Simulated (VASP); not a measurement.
Given:

```xyz
3
Lattice="0.0000 2.7254 2.7254 2.7254 0.0000 2.7254 2.7254 2.7254 0.0000" Properties=species:S:1:pos:R:3 pbc="T T T"
Ce     0.0000     0.0000     0.0000
O      1.3627     1.3627     1.3627
O      4.0881     4.0881     4.0881
```

Calculation: PBEsol GGA, VASP's PBE PAW potentials (set 64) (plane waves; VASP 6.6.1). Run with 520 eV cut-off, 7×7×7 Γ-centred mesh, Gaussian smearing of 0.050 eV, potentials Ce O.

Question: Give the stress tensor in GPa (positive for a compressed cell).

Answer: 
```
-5.30   0.00   0.00
 0.00  -5.30   0.00
 0.00   0.00  -5.30
```
The pressure is its mean diagonal, -5.30 GPa.

The compound is CeO2 in the fluorite structure. This cell is one point of a volume scan, at 1.03 of the reference volume. The run is not spin-polarised, so no magnetic state was tried.
